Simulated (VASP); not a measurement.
# AlH₂Br: screened Coulomb integrals of an active space by constrained RPA

AlH₂Br, molecule in box, 4 atoms in the cell.

| Functional | Screened U within a state, mean (eV) | Screened U' between states, mean (eV) | Screened J (eV) | Bare U within a state, mean (eV) | Bare U' between states, mean (eV) | Time (s) |
|---|---|---|---|---|---|---|
| LDA | 6.61 | 5.55 | 0.09 | 8.66 | 6.81 | 271 |
| PBE | 6.65 | 5.50 | 0.08 | 8.72 | 6.71 | 258 |
| r2SCAN | 6.87 | 5.66 | 0.09 | 8.79 | 6.76 | 902 |
| PBE0 | 7.00 | 5.75 | 0.08 | 8.63 | 6.64 | 275 |
| HSE06 | 6.83 | 5.61 | 0.08 | 8.64 | 6.65 | 294 |

Limits: the periodic box is only 6.93 Å wide at its narrowest and no larger one was tried.

## Input of the first row

INCAR.step1:
```
ALGO = Normal
EDIFF = 1E-7
ENCUT = 420
GGA = CA
ISMEAR = -1
LASPH = T
LCHARG = F
LWAVE = T
NELM = 150
PREC = Accurate
SIGMA = 0.02
```

INCAR.step2, as INCAR.step1 but for:
```
- ALGO = Normal
- NELM = 150
+ ALGO = Exact
+ LOPTICS = T
+ NBANDS = 126
+ NELM = 1
```

INCAR.step3:
```
ALGO = CRPA
ENCUT = 420
ENCUTGW = 90
GGA = CA
ISMEAR = -1
LASPH = T
LCHARG = F
LOCALIZED_BASIS = BLOCH
LWAVE = F
NBANDS = 128
NCRPA_BANDS = 6 7
NTARGET_STATES = 6 7
PREC = Accurate
PRECFOCK = Fast
SIGMA = 0.02
```

KPOINTS:
```
k-points
0
Gamma
  1 1 1
```

POSCAR:
```
AlH2Br
1.0
    7.6000000000      0.0000000000      0.0000000000
    0.0000000000      7.6800000000      0.0000000000
    0.0000000000      0.0000000000      6.9300000000
Al Br H
1 1 2
Direct
    0.4301447500      0.5236132800      0.4675396800
    0.6713552600      0.5966992200      0.6392568600
    0.3757631600      0.3256835900      0.4633694100
    0.3286447400      0.6743164100      0.3607431400
```

Commands (each step's output is kept before the next begins):
```
cat potpaw_LDA.64/Al_GW/POTCAR potpaw_LDA.64/Br_GW/POTCAR potpaw_LDA.64/H_GW/POTCAR > POTCAR
cp INCAR.step1 INCAR
mpirun -np 4 vasp_std > vasp.out
cp INCAR.step2 INCAR
mpirun -np 4 vasp_std > vasp.out
cp INCAR.step3 INCAR
mpirun -np 4 vasp_std > vasp.out
```

Changes of the last row against the first:
```
(all steps)
- GGA = CA
+ GGA = PE
+ LHFCALC = True
+ HFSCREEN = 0.2
- cat potpaw_LDA.64/Al_GW/POTCAR potpaw_LDA.64/Br_GW/POTCAR potpaw_LDA.64/H_GW/POTCAR > POTCAR
+ cat potpaw_PBE.64/Al_GW/POTCAR potpaw_PBE.64/Br_GW/POTCAR potpaw_PBE.64/H_GW/POTCAR > POTCAR
```

VASP 6.6.1 took 271 s on 4 cores (Intel Xeon Platinum 8488C (Sapphire Rapids)), a shared host.
